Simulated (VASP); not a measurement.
Input of a VASP 6.6.1 run:

Contents of INCAR:

```
SYSTEM = Zr3MoC
PREC = Accurate
ENCUT = 600
EDIFF = 1E-7
ISMEAR = 0
SIGMA = 0.05
LREAL = .FALSE.
LASPH = .TRUE.
NELM = 100
ALGO = Normal
ISIF = 3
LWAVE = .FALSE.
LCHARG = .FALSE.
GGA = RP
IBRION = 2
NSW = 40
EDIFFG = -0.005
```

KPOINTS

```
Automatic mesh
0
G
  6 6 6
  0 0 0
```

POSCAR

```
Zr3MoC
1.0
    4.9425100000      0.0000000000      0.0000000000
    0.0000000000      4.9425100000      0.0000000000
    0.0000000000      0.0000000000      4.9425100000
Zr Mo C
3 1 1
Direct
    0.5000000000      0.0000000000      0.0000000000
    0.0000000000      0.5000000000      0.0000000000
    0.0000000000      0.0000000000      0.5000000000
    0.0000000000      0.0000000000      0.0000000000
    0.5000000000      0.5000000000      0.5000000000
```

Potentials or basis: VASP PAW PBE potentials, release 64 (Zr_sv, Mo_sv, C).

Run with:

```console
$ cat potpaw_PBE.64/Zr_sv/POTCAR potpaw_PBE.64/Mo_sv/POTCAR potpaw_PBE.64/C/POTCAR > POTCAR
$ mpirun -np 1 vasp_std > vasp.out
```

(1) Predict the relaxed volume.

(2) Predict the relaxed cell.

(3) What does it give for the space group after relaxing (to 0.05 Å)?

(4) Estimate the band gap on the k mesh.

Answers

(1) 24.66 Å³/atom.

(2) a = 4.977 Å, b = 4.977 Å, c = 4.977 Å, α = 90.00°, β = 90.00°, γ = 90.00°.

(3) Pm-3m (No. 221).

(4) none (metal or under the smearing width).

Caveat: the PAW data sets were made with another functional, which shifts forces and pressure a little.
